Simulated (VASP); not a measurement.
A run of VASP 6.6.1 is set up as follows.

Contents of INCAR:

```
SYSTEM = HfN
ALGO = Normal ; EDIFF = 1E-6
EDIFFG = -0.02 ; ENCUT = 600
GGA = PE ; IBRION = 2
ISIF = 3 ; ISMEAR = 1
LASPH = .TRUE. ; LCHARG = .FALSE.
LREAL = .FALSE. ; LWAVE = .FALSE.
NELM = 80 ; NSW = 40
PREC = Accurate ; PSTRESS = 150
SIGMA = 0.1
```

KPOINTS

```
k-points
0
G
  15 15 15
  0 0 0
```

The input POSCAR:

```
HfN
1.0
    0.0000000000      2.2560000000      2.2560000000
    2.2560000000      0.0000000000      2.2560000000
    2.2560000000      2.2560000000      0.0000000000
Hf N
1 1
Direct
    0.0000000000      0.0000000000      0.0000000000
    0.5000000000      0.5000000000      0.5000000000
```

Potentials or basis: VASP PAW PBE potentials, release 64 (Hf_pv, N).

Launch:

```sh
$ cat potpaw_PBE.64/Hf_pv/POTCAR potpaw_PBE.64/N/POTCAR > POTCAR
$ mpirun -np 1 vasp_std > vasp.out
```

Problem. Predict the relaxed cell.

Solution. a = 3.153 Å, b = 3.153 Å, c = 3.153 Å, α = 60.00°, β = 60.00°, γ = 60.00°.

Problem. Estimate the band gap on the k mesh.

Solution. None (metal or under the smearing width).

Final structure:
```
Hf N
1.0
     0.00000    2.22968    2.22968
     2.22968    0.00000    2.22968
     2.22968    2.22968    0.00000
Hf N
1 1
Cartesian
  0.0000 0.0000 0.0000
  2.2297 2.2297 2.2297
```

 The run has no spin-orbit coupling, so splittings on Hf are missing.
